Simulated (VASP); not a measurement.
## TbSI under changes of volume

One of the cells (31.255 Å³/atom); the others are scaled copies at fixed shape and fractional positions:

```xyz
3
Lattice="4.5852 0.0000 0.0000 -2.2926 3.9709 0.0000 0.0000 0.0000 5.1499" Properties=species:S:1:pos:R:3 pbc="T T T"
Tb    0.0000    0.0000    0.0000
I     2.2926    1.3236    2.5749
S     0.0000    2.6473    0.0000
```

The cell comes from a database or a generator and needn't be the stable form of this composition.

```yaml
Program: VASP 6.6.1
Functional: PBE
Potentials_or_basis: VASP PAW PBE potentials, release 64 (Tb, I, S)
Cutoff: 520 eV
k_mesh: 7 × 7 × 5
Occupations: fermi-dirac, width 0.05 eV
Spin: collinear spin, ferromagnetic start
Starting_moments: "[6.0, 0.0, 0.0] μB"
```

```csv
volume (Å³/atom),energy over the lowest point (meV/atom),pressure (GPa)
28.804,21.04,3.5
29.417,9.80,2.4
30.029,2.78,1.3
31.255,0.00,-0.5
31.868,?,?
32.481,9.74,-2.0
```

Problem. What does the run at 31.868 Å³/atom give?

Solution. Energy over the lowest point 3.47 meV/atom; pressure -1.3 GPa.

Worked out: A Birch-Murnaghan fit of order 3 (a polynomial in V^(-2/3)) to the other rows has its minimum at 30.88 Å³/atom with B0 = V·E''(V) = 44 GPa and B' = 4.2 at fixed shape and positions, which overstates the stiffness. It gives 3.46 meV/atom at 31.868 Å³/atom, against the run's 3.47, and -dE/dV = -1.3 GPa, against -1.3.

Energies are extrapolated to zero smearing.

Caveats: the magnetic or orbital state may not be the lowest; without U or exact exchange the open f shell lies at the Fermi level, which spoils levels, moments and volumes.
